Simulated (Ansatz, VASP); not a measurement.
## H23C11 (amorphous polyisobutylene at 640 K) in two plane-wave programs

One calculation is typed for both programs; each brings its own data sets. How far apart do they land? The cell is taken from a series of runs on this material, whose earlier steps may have relaxed, scaled, displaced or heated it; both programs get it as it stands.

Main program and level: Ansatz 0.2.0; plane waves, with VASP 6.6.1 beside it; single point at PBE with D3(BJ).

## 1. The structure

The cell holds 136 atoms: 44 C and 92 H. Cell: a = 11.429 Å, b = 11.429 Å, c = 11.429 Å, α = 90.0°, β = 90.0°, γ = 90.0°. As first built, before any earlier steps moved the atoms (in the runner's words): 2 polyisobutylene chains of 5 units placed at random, at 0.691 g/cm^3; overlaps pushed apart, then 20 ps at 800 K with MMFF94 bonds, angles, torsions, charges and radii (Halgren, J. Comput. Chem. 17, 490 (1996)) in harmonic and 12-6 forms; charges of ions scaled by 0.8. Snapshot after 30 ps at 640 K and fixed volume.

## 2. Ansatz: single point, PBE with D3(BJ)

Ansatz runs on its default PAW (the set named soft_2) files.

With cell and atoms fixed, the geometry can't cause a difference; cores, projectors, grids and the points listed under the comparison can.

input.yaml reads:

```yaml
crystal:
  lattice:
    - [11.42893, 0.0, 0.0]
    - [0.0, 11.42893, 0.0]
    - [0.0, 0.0, 11.42893]
  atoms:
    - { symbol: C, position: [0.05187, 0.58118, 0.91543] }
    - { symbol: C, position: [0.0016, 0.54351, 0.79713] }
    - { symbol: C, position: [0.91899, 0.43635, 0.79888] }
    - { symbol: C, position: [0.81369, 0.46234, 0.87929] }
    - { symbol: C, position: [0.98221, 0.32823, 0.84908] }
    - { symbol: C, position: [0.86424, 0.40943, 0.67659] }
    - { symbol: C, position: [0.93325, 0.3959, 0.55865] }
    - { symbol: C, position: [0.9609, 0.51836, 0.50905] }
    - { symbol: C, position: [0.04863, 0.32882, 0.57349] }
    - { symbol: C, position: [0.84358, 0.33141, 0.47727] }
    - { symbol: C, position: [0.86813, 0.28252, 0.35161] }
    - { symbol: C, position: [0.74506, 0.26404, 0.29849] }
    - { symbol: C, position: [0.93265, 0.37044, 0.27291] }
    - { symbol: C, position: [0.93237, 0.16269, 0.36634] }
    - { symbol: C, position: [0.99246, 0.09028, 0.26684] }
    - { symbol: C, position: [0.10224, 0.15398, 0.22073] }
    - { symbol: C, position: [0.03491, 0.97812, 0.32875] }
    - { symbol: C, position: [0.90313, 0.06406, 0.16787] }
    - { symbol: C, position: [0.91891, 0.96738, 0.07311] }
    - { symbol: C, position: [0.82378, 0.99139, 0.98045] }
    - { symbol: C, position: [0.89608, 0.84369, 0.12152] }
    - { symbol: C, position: [0.03836, 0.97016, 0.01175] }
    - { symbol: H, position: [0.98342, 0.60718, 0.97762] }
    - { symbol: H, position: [0.11043, 0.65666, 0.90442] }
    - { symbol: H, position: [0.10334, 0.5112, 0.95642] }
    - { symbol: H, position: [0.07528, 0.5252, 0.73802] }
    - { symbol: H, position: [0.95378, 0.61768, 0.7582] }
    - { symbol: H, position: [0.76753, 0.54198, 0.85112] }
    - { symbol: H, position: [0.84095, 0.47418, 0.97068] }
    - { symbol: H, position: [0.75064, 0.38967, 0.87731] }
[... 100 atom lines left out ...]
    - { symbol: H, position: [0.45841, 0.70306, 0.06917] }
    - { symbol: H, position: [0.36776, 0.60326, 0.99292] }
    - { symbol: H, position: [0.30406, 0.71035, 0.08551] }
    - { symbol: H, position: [0.26951, 0.42163, 0.24224] }
    - { symbol: H, position: [0.26353, 0.4438, 0.08829] }
    - { symbol: H, position: [0.19203, 0.54356, 0.18388] }
kpoints:
  mp_grid: { grid: [1, 1, 1] }
hamiltonian:
  xc: pbe
  dispersion: d3bj
scf:
  occupations: { method: fixed }
output:
  forces: true
  stress: true
  populations: intrinsic
  dos:
    method: { smearing: { sigma: 0.1 } }
    de: 0.1
    projected: { site_lists: { C: [C], H: [H] } }
  eigenvalues: true
  write_density: true
  write_potential: true
  volumetric_format: npy
  elf: true
```

Launch:

```console
> ansatz run input.yaml --threads 4 --pin off --max-ram 8192MiB --backend cpu --events-out ev --progress --plain --runs-dir out
```

Numbers of over 12 decimals in the logs are rounded to 6 here.

Log:

```text
Engine: ansatz 0.2.0, x86_64-unknown-linux-gnu
Pseudopotentials: kind: paw
Pseudopotential: C, paw, valence charge 4, recommended cutoff 420 eV (normal), C.paw.azcp
Pseudopotential: H, paw, valence charge 1, recommended cutoff 420 eV (normal), H.paw.azcp
Functional definition: PBE
  parameter kappa = 0.804
  parameter beta = 0.066725
  exchange = pbe_x(kappa = kappa, mu = beta*pi^2/3)
  correlation = pbe_c(beta = beta)
Crystal: 136 atoms, lattice volume = 1492.852 Å³
Basis set: ecut = 420 eV, 29039 PW (Γ), exchange–correlation on 160×160×160 points (8 copies of the dense FFT grid, shifted against one another)
Bands: 270, of which v1, the nominal top of the filled ones, is band 134 counted from 1 (133 counted from 0)
Symmetry: 1 space group operations
Space group: P1 (ITA 1), of the structure as read, at distance tolerance 1.1e-4 Å
k-points: 1
Non-local potential: C, projectors of the file, l = 0: 2, l = 1: 2, l = 2: 1
Non-local potential: H, projectors of the file, l = 0: 2, l = 1: 1
PAW form: soft (Blöchl's): semilocal exchange-correlation on the pseudo side does not see the compensation charge
PAW one-centre angular grid: C, 110 points (default); XC on 64 Gauss nodes
PAW one-centre angular grid: H, 110 points (default); XC on 64 Gauss nodes
Initial density: superposition of atomic densities (neutral atoms: chi_scale 0, normalization atom), corrected by the library's trained network
Initial wavefunctions: pseudopotential atomic-orbital guess
Functional: x = pbe(κ = 0.804, μ = 0.219515), c = pbe(β = 0.066725)
SCF iter   1: F=—  HF=-12529.355903 eV  |F-HF|=—  |Δ(HF+E_count)|=         —  Δρ=3.75e-3  dr2=2.90e-1  ethr=1.77e-3  ⟨swp⟩=4.0  Hψ=932  notcnv=0  defer=129
preconditioner: auto → Resta (q_TF=auto, 2.049 Å⁻¹)  ε∞=2.1  [insulator: Δε(μ)=5.031 eV  Ē_g=15.123 eV  n_scr=202 (ndim 8)  ℏωp=15.7 eV  f_vac=0.332  ε∞_Penn≈2.1]
SCF iter   2: F=—  HF=-12529.355780 eV  |F-HF|=—  |Δ(HF+E_count)|=   1.23e-4  Δρ=1.64e-3  dr2=6.56e-2  ethr=1.08e-4  ⟨swp⟩=3.0  Hψ=448  notcnv=0  defer=133
SCF iter   3: F=—  HF=-12529.379573 eV  |F-HF|=—  |Δ(HF+E_count)|=   2.38e-2  Δρ=6.51e-4  dr2=1.09e-2  ethr=2.45e-5  ⟨swp⟩=4.0  Hψ=281  notcnv=0  defer=134
SCF iter   4: F=—  HF=-12529.382948 eV  |F-HF|=—  |Δ(HF+E_count)|=   3.38e-3  Δρ=1.84e-4  dr2=8.11e-4  ethr=4.06e-6  ⟨swp⟩=3.0  Hψ=280  notcnv=0  defer=134
SCF iter   5: F=—  HF=-12529.383010 eV  |F-HF|=—  |Δ(HF+E_count)|=   6.21e-5  Δρ=6.07e-5  dr2=1.02e-4  ethr=3.03e-7  ⟨swp⟩=3.0  Hψ=247  notcnv=0  defer=133
SCF iter   6: F=—  HF=-12529.382938 eV  |F-HF|=—  |Δ(HF+E_count)|=   7.20e-5  Δρ=1.97e-5  dr2=7.03e-6  ethr=3.81e-8  ⟨swp⟩=2.0  Hψ=278  notcnv=0  defer=134
SCF iter   7: F=—  HF=-12529.383095 eV  |F-HF|=—  |Δ(HF+E_count)|=   1.56e-4  Δρ=6.11e-6  dr2=8.14e-7  ethr=2.62e-9  ⟨swp⟩=2.0  Hψ=395  notcnv=0  defer=133
SCF iter   8: F=—  HF=-12529.383095 eV  |F-HF|=—  |Δ(HF+E_count)|=   2.79e-7  Δρ=2.22e-6  dr2=1.11e-7  ethr=3.73e-11  ⟨swp⟩=22.0  Hψ=2738  notcnv=0
SCF iter   9: F=-12529.383095 eV  HF=-12529.383095 eV  |F-HF|=1.04e-9  |Δ(HF+E_count)|=   2.12e-8  Δρ=5.27e-7  dr2=6.36e-9  ethr=3.73e-11  ⟨swp⟩=9.0  Hψ=1473  notcnv=0
SCF 1 converged in 9 iterations: F = -12529.383095 eV  dr2 = 6.36e-9
  greatest PAW one-centre occupation: 0.659 electrons in one spin orbital (limit 2), on the C atom at site 19 (counted from 0), in its partial waves of l = 0
[...]
atom  85  C      0.00506495     0.00647514     0.01923312
  atom  86  C     -0.02266354     0.01412470     0.02888218
  atom  87  C     -0.00695656    -0.01402845    -0.02348744
  atom  88  C     -0.00785895     0.01309244     0.01506633
  atom  89  C     -0.00711453    -0.01695739     0.01790075
  atom  90  C     -0.00804110     0.00929905     0.01236931
  atom  91  H     -0.01007769    -0.00519293    -0.00295721
  atom  92  H      0.02645424    -0.00868610    -0.00201654
  atom  93  H      0.00095605     0.01266084     0.01723414
  atom  94  H      0.00078077    -0.00747703    -0.01377295
  atom  95  H     -0.02028240     0.00275172    -0.00257104
  atom  96  H      0.00420092     0.00209863    -0.00272257
  atom  97  H      0.00352702    -0.00558110    -0.00861934
  atom  98  H      0.00669867    -0.00264331     0.01651468
  atom  99  H      0.00976444     0.00347729    -0.00166769
  atom 100  H     -0.00118131    -0.00959570    -0.01264313
  atom 101  H     -0.02338899     0.00464340     0.00233393
  atom 102  H      0.00962979    -0.00248648     0.00825382
  atom 103  H     -0.01394815     0.00116005     0.00262871
  atom 104  H     -0.00466859     0.00094249     0.00242427
  atom 105  H      0.00049539    -0.00396841    -0.00143876
  atom 106  H     -0.00110200    -0.00049326     0.00345319
  atom 107  H      0.00101328    -0.00243916    -0.00844033
  atom 108  H      0.00403982     0.00001415     0.00173012
[...]
atom 129  H     -0.00725549    -0.00398491     0.00101647
  atom 130  H     -0.00168901     0.00045778     0.00377783
  atom 131  H     -0.00290038     0.00388371    -0.00183968
  atom 132  H      0.00205136     0.00010067     0.00610323
  atom 133  H      0.01343815    -0.00304255     0.00075664
  atom 134  H      0.00287106     0.01654996    -0.02419396
  atom 135  H     -0.00401555    -0.00135274     0.01105565
  atom 136  H      0.02894984    -0.01964284     0.00238320
  max |Σ_I F_I| component: 3.10e-5 eV/Å
--- Stress (GPa, compression-positive) ---
       -0.384001      -0.018888       0.008698
       -0.018888      -0.350926       0.019280
        0.008698       0.019280      -0.377545
  P = ⅓ Tr σ = -0.3708 GPa (-3.708 kbar)
--- Band table (eV) ---
  k-point 0: bands = [... 130 lower, -3.0843, -3.0260, -2.6365, -2.5869, 2.3898, 3.2545, 3.2928, 3.4279, ... 132 higher]
--- intrinsic populations: 136 sites ---
  site symbol       q [e]
     0      C      4.5130
     1      C      4.3154
     2      C      3.9366
     3      C      4.5210
     4      C      4.5132
     5      C      4.3204
     6      C      3.9396
     7      C      4.5190
     8      C      4.5144
     9      C      4.3205
    10      C      3.9403
    11      C      4.5124
    12      C      4.5106
    13      C      4.3202
    14      C      3.9389
    15      C      4.5176
    16      C      4.5192
    17      C      4.3195
    18      C      3.9283
    19      C      4.5131
    20      C      4.5179
    21      C      4.5153
    22      H      0.8362
    23      H      0.8241
[...]
128      H      0.8370
   129      H      0.8361
   130      H      0.8330
   131      H      0.8336
   132      H      0.8341
   133      H      0.8342
   134      H      0.8381
   135      H      0.8319
  spilling = 0.000000 (of n_electrons = 268.000000)
```

## 3. VASP: single point, PBE with D3(BJ)

The same cell, functional and mesh now go to VASP, with its own data sets.

Lines of VASP's logs that name or quote its potential files are left out, and so is its time.

INCAR reads:

```
SYSTEM = H23C11
PREC = Accurate
ENCUT = 600
EDIFF = 1E-06
NELM = 120
ISMEAR = 0
SIGMA = 0.01
LREAL = Auto
ALGO = Normal
GGA = PE
IVDW = 12
NBANDS = 229
LORBIT = 11
LWAVE = .FALSE.
LCHARG = .FALSE.
ISIF = 2
LASPH = .TRUE.
GGA_COMPAT = .FALSE.
EFERMI = MIDGAP
```

POSCAR reads:

```
H23C11
1.0
   11.4289300000      0.0000000000      0.0000000000
    0.0000000000     11.4289300000      0.0000000000
    0.0000000000      0.0000000000     11.4289300000
C H
44 92
Direct
    0.0518700000      0.5811800000      0.9154300000
    0.0016000000      0.5435100000      0.7971300000
    0.9189900000      0.4363500000      0.7988800000
    0.8136900000      0.4623400000      0.8792900000
    0.9822100000      0.3282300000      0.8490800000
    0.8642400000      0.4094300000      0.6765900000
    0.9332500000      0.3959000000      0.5586500000
    0.9609000000      0.5183600000      0.5090500000
    0.0486300000      0.3288200000      0.5734900000
    0.8435800000      0.3314100000      0.4772700000
    0.8681300000      0.2825200000      0.3516100000
    0.7450600000      0.2640400000      0.2984900000
    0.9326500000      0.3704400000      0.2729100000
    0.9323700000      0.1626900000      0.3663400000
    0.9924600000      0.0902800000      0.2668400000
    0.1022400000      0.1539800000      0.2207300000
    0.0349100000      0.9781200000      0.3287500000
    0.9031300000      0.0640600000      0.1678700000
    0.9189100000      0.9673800000      0.0731100000
    0.8237800000      0.9913900000      0.9804500000
    0.8960800000      0.8436900000      0.1215200000
    0.0383600000      0.9701600000      0.0117500000
    0.4895400000      0.3170900000      0.6603400000
    0.5195800000      0.2674400000      0.7808700000
    0.4430300000      0.1650600000      0.8275100000
    0.3164800000      0.2089200000      0.8422800000
    0.4924700000      0.1340000000      0.9486800000
    0.4515000000      0.0637800000      0.7363700000
    0.4189500000      0.9345300000      0.7626600000
    0.5120500000      0.8733600000      0.8389400000
[... 100 atom lines left out ...]
    0.4584100000      0.7030600000      0.0691700000
    0.3677600000      0.6032600000      0.9929200000
    0.3040600000      0.7103500000      0.0855100000
    0.2695100000      0.4216300000      0.2422400000
    0.2635300000      0.4438000000      0.0882900000
    0.1920300000      0.5435600000      0.1838800000
```

KPOINTS reads:

```
Automatic mesh
0
Gamma
1 1 1
0 0 0
```

Potentials, in the order of the species: C and H (PBE family, release 64).

Launch:

```console
> export OMP_NUM_THREADS=3
> mpirun -np 1 vasp_gam
```

Log:

```text
[banner, memory and clock lines left out]
running    1 mpi-ranks, on    1 nodes
[...]
Offloading initialized ...    1 GPUs detected
[...]
LDA part: xc-table for (Slater+PW92), standard interpolation
 POSCAR, INCAR and KPOINTS ok, starting setup
[...]
entering main loop
       N       E                     dE             d eps       ncg     rms          rms(c)
DAV:   1     0.172101629563E+04    0.17210E+04   -0.13561E+05   466   0.115E+03
DAV:   2    -0.569606794897E+03   -0.22906E+04   -0.21558E+04   575   0.245E+02
DAV:   3    -0.808871857720E+03   -0.23927E+03   -0.23736E+03   596   0.800E+01
DAV:   4    -0.815822381002E+03   -0.69505E+01   -0.69285E+01   612   0.158E+01
[...]
DAV:  18    -0.739320184561E+03    0.51626E-05   -0.10012E-05   524   0.800E-03    0.525E-03
DAV:  19    -0.739320181810E+03    0.27519E-05   -0.24246E-06   452   0.493E-03    0.200E-03
DAV:  20    -0.739320181340E+03    0.46981E-06   -0.18544E-06   396   0.373E-03
   1 F= -.74526987E+03 E0= -.74526987E+03  d E =0.000000E+00
```

From OUTCAR (step 3):

```text
  FREE ENERGIE OF THE ION-ELECTRON SYSTEM (eV)
  ---------------------------------------------------
  free  energy   TOTEN  =      -745.2698711928 eV

  energy  without entropy=     -745.2698711928  energy(sigma->0) =     -745.26987119
```

The run ends at a pressure of -0.41 GPa, with forces up to 0.038 eV/Å.

## 4. Side by side

Known differences besides the potentials themselves: fixed occupations in Ansatz, narrow Gaussian smearing in VASP; the cutoff is 420 eV in Ansatz and 600 eV in VASP (PREC = Accurate, projectors in real space). Total energies have different zeros and are not compared.

Both answers:

```csv
quantity,Ansatz,VASP,difference
pressure (GPa),-0.37,-0.41,+0.04
gap on the k mesh (eV),4.977,4.974,+0.002
```

At this near-relaxed geometry the largest component of a force difference is 22 meV/Å. A gap on the mesh is an upper bound, since the band edges may lie between its points.

## 5. Summary of results

* difference in gap on the k mesh (single point, PBE with D3(BJ)): 0.0023 eV
* r.m.s. force difference (single point, PBE with D3(BJ)): 9.8 meV/Å

The r.m.s. force difference is 9.8 meV/Å (single point, PBE with D3(BJ)), within the 12 meV/Å picked in this series as the mark of a large difference. Such differences can come from data sets, numerical settings and the points named under the comparisons, not from the functional's error against experiment.

[Lines on the potential files, build, host, timing and source positions are cut from VASP's logs without a mark.]

[Logs are printed without paths, hosts, clocks, repeated set-up lines and the standing remarks that a program may print on its own settings, such as how far it seeks lower states.]

[Hosts, paths, dates, database ids (printed as entryN), source tags and the programs' standing remarks are cut or masked in the printed files.]

[The MMFF94 radii named for the starting cell were scaled by 0.96; in molecules described by MMFF94, hydrogen bound to N, O or S took a small fixed 12-6 site in their place.]
